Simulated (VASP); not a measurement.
Given:

```yaml
crystal:
  lattice:
    - [3.31610, 0.00000, 0.00000]
    - [0.00000, 3.31610, 0.00000]
    - [0.00000, 0.00000, 3.31610]
  atoms:
    - { symbol: Ba, position: [0.00000, 0.00000, 0.00000] }
    - { symbol: O, position: [0.50000, 0.50000, 0.50000] }
```

Computed with PBEsol GGA, VASP's PBE PAW potentials (set 64) (plane waves; VASP). Settings: 520 eV cut-off, Gaussian smearing of 0.050 eV, potentials Ba_sv O.

Unless said otherwise, spin-orbit coupling is left out, though it shifts the bands of the heavy elements here.

**Question.** Predict the band gap (along the path) with the smallest direct gap where there is one.

**Answer.** 
```json
{
  "band gap (along the path)": "1.61 eV",
  "smallest direct gap (along the path)": "1.61 eV"
}
```

The absolute energy has meaning only against runs of the same code, potentials and settings.

The structure was generated: BaO was put into the CsCl type type (Pm-3m), which need not be its known phase. It was relaxed first, which changed the volume by -25 %.
